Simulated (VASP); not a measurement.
Nb$_{3}$Sn (A15) relaxed at rising pressure, in one space group throughout; other phases were not tried. The pressures are those reached. All values below come from PBEsol GGA, VASP's PBE PAW potentials (set 64) (plane waves; VASP).

```json
[
 {"P (GPa)": "-0.01", "V (Å³/atom)": "18.144", "k-mesh": "6×6×6"},
 {"P (GPa)": "4.89", "V (Å³/atom)": "17.675", "k-mesh": "6×6×6"},
 {"P (GPa)": "9.89", "V (Å³/atom)": "17.253", "k-mesh": "6×6×6"},
 {"P (GPa)": "19.96", "V (Å³/atom)": "16.530", "k-mesh": "6×6×6"},
 {"P (GPa)": "29.96", "V (Å³/atom)": "15.937", "k-mesh": "6×6×6"}
]
```

### Question
Fit an equation of state and predict the volume at 45.09 GPa.

### Answer
Least squares on the third-order Birch-Murnaghan form, P = (3B0/2)(y⁷ − y⁵)[1 + (3/4)(B′ − 4)(y² − 1)] with y = (V0/V)^(1/3), gives V0 = 18.143 Å³/atom, B0 = 177 GPa and B′ = 4.1, and so 15.199 Å³/atom. The run gave 15.199 Å³/atom, +0.0 % from the fit.

Pressures at which the relaxation failed are left out.

The compound is Nb3Sn in the A15 structure.
